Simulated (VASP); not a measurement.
Here is the system:

```
Zr
1.0
    1.54208    -2.67096     0.00000
    1.54208     2.67096     0.00000
    0.00000     0.00000     4.97157
Zr
2
Direct
  0.33333   0.66667   0.25000
  0.66667   0.33333   0.75000
```

The numbers are results of PBEsol GGA, VASP's PBE PAW potentials (set 64) (plane waves; VASP), not measurements. Run with 480 eV cut-off, 12×12×8 Γ-centred mesh, first-order Methfessel-Paxton smearing of 0.10 eV, potentials Zr_sv.

Task: Give the stress tensor in GPa (positive for a compressed cell).

Result: 
```
10.55   0.00   0.00
 0.00  10.55   0.00
 0.00   0.00  10.68
```
The pressure is its mean diagonal, 10.59 GPa.

The compound is Zr in the hcp structure. This cell was strained or had an atom moved on purpose.
